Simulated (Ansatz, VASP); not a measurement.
# PbIBr (1T-PbBrI monolayer): VASP beside Ansatz, part 2 of 2

Wanted: the spread between two codes on one cell, functional and k mesh. Of the first pair: The structure shown is the start of the Ansatz relaxation below; VASP solves that cell, so the two are compared at the walk's first step.

VASP 6.6.1 and Ansatz 0.2.0.

So far: Set-up; Ansatz: relaxation, PBE with D3(BJ); VASP: single point, PBE with D3(BJ), start cell, pair 1.

### 4. Comparison

Known differences besides the potentials themselves: Ansatz cuts the interaction across the vacuum, VASP repeats the sheet with a dipole correction; the data sets hold 38 valence electrons in Ansatz (on its PAW soft_1 files) and 28 in VASP; the cutoff is 420 eV in Ansatz and 400 eV in VASP. Total energies have different zeros and are not compared.

Forces (eV/Å; atoms numbered as in POSCAR):

```csv
atom,"Ansatz x, y, z","VASP x, y, z"
I1,"0.000, 0.000, -4.968","0.000, 0.000, -4.963"
Pb2,"0.000, 0.000, 0.346","0.000, 0.000, 0.340"
Br3,"0.000, 0.000, 4.622","0.000, 0.000, 4.623"
```

The forces differ by 2.7 meV/Å r.m.s., which is 0.1 % of the r.m.s. force of 2.264 eV/Å (both taken over all components). With vacuum in the cell, a pressure given here is an average over mostly empty space and none of the material.

### 5. Ansatz: relaxation, PBE with D3(BJ)

This run makes the geometry at which the two programs are then compared.

The structure compared here is the end of the Ansatz relaxation.

input.yaml reads:

```yaml
crystal:
  lattice:
    - [4.142421, 0.0, 0.0]
    - [-2.0712105, 3.5874418192, 0.0]
    - [0.0, 0.0, 35.9878610306]
  atoms:
    - { symbol: I, position: [0.6666666667, 0.3333333333, 0.4654347194] }
    - { symbol: Pb, position: [0.0, 0.0, 0.5057339882] }
    - { symbol: Br, position: [0.3333333333, 0.6666666667, 0.5345652806] }
  periodic: [true, true, false]
kpoints:
  mp_grid: { grid: [12, 12, 1] }
hamiltonian:
  xc: pbe
  dispersion: d3bj
  pseudopotentials: { kind: paw, azcp: { folder: soft_1 } }
scf:
  occupations: { method: fermi_dirac, width: 0.05 }
  convergence: { dr2_threshold: 1.0e-09 }
relax:
  f_tol: 0.004
  max_steps: 90
  cell: {}
output:
  write_potential: true
  write_density: true
  volumetric_format: npy
```

Launch:

```console
> ansatz run input.yaml --threads 2 --pin off --max-ram 3072MiB --backend cpu --events-out ev --progress --plain --runs-dir out
```

Numbers of over 12 decimals in the logs are rounded to 6 here.

What it wrote:

```text
[...]
Crystal: 3 atoms, lattice volume = 534.805 Å³
Basis set: ecut = 420 eV, 10309 PW (Γ), exchange–correlation on 60×60×486 points (8 copies of the dense FFT grid, shifted against one another)
Bands: 23, of which v1, the nominal top of the filled ones, is band 19 counted from 1 (18 counted from 0)
Symmetry: 6 space group operations
[...]
--- Relaxed structure (10 steps of the walk, 10 accepted, 1 SCFs on fresh bases) ---
[...]
cell:  # Å, volume = 623.7024 Å³
    - [4.473479, 0, 0]
    - [-2.236739, 3.874146, 0]
    - [0, 0, 35.9878610306]
  atoms:
    - { symbol: I, position: [0.666667, 0.333333, 0.450406] }
    - { symbol: Pb, position: [-5.757919761847287e-19, 0, 0.504839] }
    - { symbol: Br, position: [0.333333, 0.666667, 0.550489] }
[key lines of the parts left out:]
SCF converged after 8 iterations
Free energy (F): -22208.017482 eV
Fermi energy:    -5.200159 eV
P = ½ c Tr σ = 0.0120 N/m
```

### 6. VASP: single point, PBE with D3(BJ), relaxed cell, pair 2

The same cell, functional, mesh and smearing now go to VASP, with its own data sets.

INCAR reads:

```
SYSTEM = PbIBr
PREC = Accurate
ENCUT = 400
EDIFF = 1E-06
NELM = 120
ISMEAR = -1
SIGMA = 0.05
LREAL = .FALSE.
ALGO = Normal
GGA = PE
IVDW = 12
NBANDS = 20
LORBIT = 11
LWAVE = .FALSE.
LCHARG = .FALSE.
ISIF = 2
LDIPOL = .TRUE.
IDIPOL = 3
DIPOL = 0.5 0.5 0.502
LVHAR = .TRUE.
LASPH = .TRUE.
GGA_COMPAT = .FALSE.
EFERMI = MIDGAP
NELMDL = -8
KPAR = 2
```

POSCAR reads:

```
PbIBr
1.0
    4.4734785564      0.0000000000      0.0000000000
   -2.2367392782      3.8741460731      0.0000000000
    0.0000000000      0.0000000000     35.9878610306
I Pb Br
1 1 1
Direct
    0.6666666667      0.3333333333      0.4504064031
    0.0000000000      1.0000000000      0.5048385310
    0.3333333334      0.6666666666      0.5504890541
```

KPOINTS reads:

```
Automatic mesh
0
Gamma
12 12 1
0 0 0
```

PAW data sets: I, Pb_d and Br (PBE family, release 64).

Launch:

```console
> mpirun -np 2 vasp_std
```

What it wrote:

```text
[... set-up lines as in an earlier step ...]
 entering main loop
       N       E                     dE             d eps       ncg     rms          rms(c)
DAV:   1     0.217576244388E+03    0.21758E+03   -0.83387E+03   912   0.770E+02
DAV:   2     0.204874561547E+02   -0.19709E+03   -0.19410E+03  1064   0.241E+02
DAV:   3    -0.825980445962E+01   -0.28747E+02   -0.28056E+02   956   0.934E+01
DAV:   4    -0.941570317509E+01   -0.11559E+01   -0.11548E+01  1048   0.279E+01
[...]
DAV:  23    -0.911657531378E+01   -0.26028E-05   -0.61256E-08   724   0.934E-04    0.272E-04
DAV:  24    -0.911657649037E+01   -0.11766E-05   -0.17439E-08   628   0.542E-04    0.233E-04
DAV:  25    -0.911657675736E+01   -0.26699E-06    0.28465E-10   600   0.350E-04
   1 F= -.97019970E+01 E0= -.97019970E+01  d E =-.695062E-12
```

From OUTCAR (step 6):

```text
 Edisp (eV)   -0.58542

  Total      -0.01947    -0.01947    -0.03371    -0.00000    -0.00000    -0.00000
  in kB      -0.05001    -0.05001    -0.08660    -0.00000    -0.00000    -0.00000
  external pressure =       -0.06 kB  Pullay stress =        0.00 kB

 POSITION                                       TOTAL-FORCE (eV/Angst)
 -----------------------------------------------------------------------------------
      2.23674      1.29138     16.20916         0.000000     -0.000000      0.000511
      0.00000      0.00000     18.16806        -0.000000      0.000000     -0.001272
      0.00000      2.58276     19.81092        -0.000000     -0.000000      0.000762
 -----------------------------------------------------------------------------------
    total drift:                               -0.000000      0.000000     -0.000946

  FREE ENERGIE OF THE ION-ELECTRON SYSTEM (eV)
  ---------------------------------------------------
  free  energy   TOTEN  =        -9.7019969588 eV

  energy  without entropy=       -9.7019969588  energy(sigma->0) =       -9.70199696

[... 1 part as in an earlier step ...]

[... 2 further parts left out ...]
[key lines of the parts left out:]
E-fermi :  -3.7478
```

### 7. Comparison

What differs besides the data sets and the points named for the pairs above, as far as they apply: the data sets hold 38 valence electrons in Ansatz (on its PAW soft_1 files) and 28 in VASP. Total energies have different zeros and are not compared.

Compared:

```csv
quantity,Ansatz,VASP,difference
gap on the k mesh (eV),2.777,2.771,+0.006
```

A gap on the mesh is an upper bound, since the band edges may lie between its points; neither run holds spin-orbit coupling, which can move the band edges of a compound of Pb. With vacuum in the cell, a pressure given here is an average over mostly empty space and none of the material.

### 8. Summary of results

| Quantity | Value |
| --- | --- |
| r.m.s. force difference (single point, PBE with D3(BJ), start cell, pair 1) | 0.12 % of the r.m.s. force |
| difference in gap on the k mesh (single point, PBE with D3(BJ), relaxed cell, pair 2) | 0.0057 eV |

**Reading.** The difference in gap on the k mesh is 0.0057 eV (single point, PBE with D3(BJ), relaxed cell, pair 2), within the 0.08 eV picked in this series as the mark of a large difference. The data sets hold unlike numbers of valence electrons (38 in Ansatz and 28 in VASP), so part of the differences comes from the potentials. How closely two codes agree says nothing of how well the functional describes the real material.

[Lines on the potential files, build, host, timing and source positions are cut from VASP's logs without a mark.]

[Logs are printed without paths, hosts, clocks, repeated set-up lines and the standing remarks that a program may print on its own settings, such as how far it seeks lower states.]

[Hosts, paths, dates, database ids (printed as entryN), source tags and the programs' standing remarks are cut or masked in the printed files.]
